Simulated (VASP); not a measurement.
Input:

```xyz
3
Lattice="4.7085 0.0000 0.0000 -2.3542 4.0777 0.0000 0.0000 0.0000 5.3945" Properties=species:S:1:pos:R:3 pbc="T T T"
Ba     4.7085     0.0000     2.6973
Sn     2.3542     1.3592     4.8411
Sn     0.0000     2.7184     0.5535
```

The numbers are results of PBEsol GGA with spin-orbit coupling, VASP's PBE PAW potentials (set 64) (plane waves; VASP), not measurements. Settings: 400 eV cut-off, 5×5×4 Γ-centred mesh, Gaussian smearing of 0.050 eV, potentials Ba_sv Sn_d.

Question: What does the run give for the energy per atom (σ→0), band gap (over mesh and band path) with the smallest direct gap where there is one?

Answer: 
| Quantity | Result |
|---|---|
| band gap (over mesh and band path) | none (metal, semimetal or under 0.01 eV) |
| energy per atom (σ→0) | -4.271 eV/atom |

The absolute energy has meaning only against runs of the same code, potentials and settings.

The structure comes from a computed database's BaSn2 entry (P-3m1); how it stands against other phases isn't given here. It was relaxed first. The k-mesh is coarse (spacing up to 0.31 per Å, 2π included), so the numbers may not be converged in it.
